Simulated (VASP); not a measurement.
Output of a VASP run:

OSZICAR:
```
       N       E                     dE             d eps       ncg     rms          rms(c)
DAV:   1    -0.214672507779E+02   -0.21467E+02   -0.36454E-03  1448   0.942E-01    0.870E-03
DAV:   2    -0.214672424079E+02    0.83700E-05   -0.27713E-05  2088   0.405E-02    0.430E-03
DAV:   3    -0.214672403225E+02    0.20854E-05   -0.27161E-06  1352   0.168E-02    0.239E-03
DAV:   4    -0.214672389465E+02    0.13760E-05   -0.24204E-06  1208   0.957E-03    0.960E-04
DAV:   5    -0.214672387323E+02    0.21416E-06   -0.41399E-07  1160   0.716E-03
   1 F= -.21467239E+02 E0= -.21467239E+02  d E =-.933001E-13
```

OUTCAR:
```
------------------------ aborting loop because EDIFF is reached ----------------------------------------
  FORCE on cell =-STRESS in cart. coord.  units (eV):
  Direction    XX          YY          ZZ          XY          YZ          ZX
  --------------------------------------------------------------------------------------
  Total       -0.0545653     -0.0545653     -0.1343540      0.0000000      0.0000000      0.0000000
  in kB       -0.2610558     -0.2610558     -0.6427880      0.0000000      0.0000000      0.0000000
  external PRESSURE =      -0.3882999 kB  Pullay stress =       0.0000000 kB
  volume of cell :      334.88
      direct lattice vectors                 reciprocal lattice vectors
     4.048283694  0.000000000  0.000000000     0.247018261  0.000000000  0.000000000
     0.000000000  4.048283694  0.000000000     0.000000000  0.247018261  0.000000000
     0.000000000  0.000000000 20.433913458     0.000000000  0.000000000  0.048938252
 POSITION                                       TOTAL-FORCE (eV/Angst)
 -----------------------------------------------------------------------------------
      2.02414      0.00000      9.01785        -0.000000      0.000000      0.018274
      0.00000      2.02414     11.41606         0.000000      0.000000     -0.018274
      2.02414      2.02414     10.21696         0.000000      0.000000      0.000000
      0.00000      0.00000     10.21696         0.000000      0.000000      0.000000
 -----------------------------------------------------------------------------------
    total drift:                                0.000000      0.000000     -0.000000
  FREE ENERGIE OF THE ION-ELECTRON SYSTEM (eV)
  ---------------------------------------------------
  free  energy   TOTEN  =       -21.4672387323 eV

  energy  without entropy=      -21.4672387323  energy(sigma->0) =      -21.46723873

 total charge

# of ion       s       p       d       tot
------------------------------------------
    1        1.387   0.596   9.868  11.851
    2        1.387   0.596   9.868  11.851
    3        1.579   3.377   0.000   4.956
    4        1.579   3.377   0.000   4.956
--------------------------------------------------
tot          5.932   7.946  19.736  33.614
```
(Selected blocks of OUTCAR.)

### POSCAR
```
PbO monolayer
1
    4.0482836937     0.0000000000    -0.0000000000
    0.0000000000     4.0482836937    -0.0000000000
   -0.0000000000    -0.0000000000    20.4339134578
Pb O
2 2
Direct
  0.5000000000   0.0000000000   0.4413177818
  0.0000000000   0.5000000000   0.5586822182
  0.5000000000   0.5000000000   0.5000000000
  1.0000000000   0.0000000000   0.5000000000
```

### Question
Write an INCAR and KPOINTS that could have produced this output.

### Answer
One answer among several that fit: the input of the run itself, PBE GGA, plane waves, VASP's PBE PAW potentials (set 64).

### KPOINTS
```
K-points
0
Gamma
12 12 1
0 0 0
```

INCAR:
```
# general
SYSTEM =PbO monolayer
PREC   =Normal
ENCUT  =500
LREAL  =.False.
LASPH  =.True.

# electronic loop
EDIFF  =1E-6
NELM   =100
NELMIN =4
ALGO   =Normal
LMAXMIX=4

# smearing
ISMEAR =0
SIGMA  =0.05

# functional
GGA    =PE

# output
LWAVE  =.True.
LCHARG =.False.
LORBIT =11
LVHAR  =.True.
```

POTCAR, in this order: Pb_d O (PBE.64 set). Program: vasp_std. Read from the step before: WAVECAR.

The cell is a sheet with vacuum, built from PbO (litharge).
